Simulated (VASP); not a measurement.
An input for Quantum ESPRESSO's pw.x (written as the equivalent of a VASP run, and not itself run):

```
&CONTROL
  calculation = 'vc-relax'
  pseudo_dir = './pseudo'
  outdir = './out'
  tprnfor = .true.
  tstress = .true.
  nstep = 60
  forc_conv_thr = 0.00039
/
&SYSTEM
  ibrav = 0
  nat = 2
  ntyp = 2
  ecutwfc = 84
  occupations = 'smearing'
  smearing = 'gaussian'
  degauss = 0.003675
  input_dft = 'pbe'
/
&ELECTRONS
  conv_thr = 7.3e-08
  electron_maxstep = 100
/
&IONS
/
&CELL
/
ATOMIC_SPECIES
  Sr 87.620 Sr.upf
  O 15.999 O.upf
CELL_PARAMETERS angstrom
    -0.0000000    2.8113106    2.8113106
     2.8113106   -0.0000000    2.8113106
     2.8113106    2.8113106    0.0000000
ATOMIC_POSITIONS crystal
  Sr   0.0000000  1.0000000  1.0000000
  O    0.2500000  0.2500000  0.2500000
K_POINTS automatic
  7 7 7 0 0 0
```

### Question
Write the VASP files for the same calculation (PBE).

### Answer
Several could match; the one computed here: 
**INCAR**
```
! general
SYSTEM  = SrO
PREC    = Accurate
ENCUT   = 520
LREAL   = F
LASPH   = T

! electronic loop
EDIFF   = 1E-6
NELM    = 100
ALGO    = Normal
LMAXMIX = 4

! smearing
ISMEAR  = 0
SIGMA   = 0.05

! functional
GGA     = PE

! ions
IBRION  = 2
NSW     = 60
ISIF    = 3
EDIFFG  = -0.01

! output
LWAVE   = F
LCHARG  = F
```

POSCAR:
```
SrO
1
   -0.0000000000     2.8113106282     2.8113106282
    2.8113106282    -0.0000000000     2.8113106282
    2.8113106282     2.8113106282     0.0000000000
Sr O
1 1
Direct
  0.0000000000   1.0000000000   1.0000000000
  0.2500000000   0.2500000000   0.2500000000
```

KPOINTS:
```
Automatic mesh
0
G
7 7 7
0 0 0
```

POTCAR, in this order: Sr_sv O (PBE.64 set). Program: vasp_std.

The two are equivalent in intent, not identical: the potentials are each code's own (VASP's PAW set, PseudoDojo norm-conserving files in pw.x), so ENCUT and ecutwfc are chosen apart and not converted; conv_thr bounds pw.x's estimated SCF error, while EDIFF bounds the energy change between steps; forc_conv_thr acts on force components and is met together with etot_conv_thr.

The structure was generated: SrO was put into the zinc blende type (F-43m), which need not be its known phase. This run relaxes it. Symmetry was kept, so distortions that lower it aren't found. The start is the result of an earlier pass.
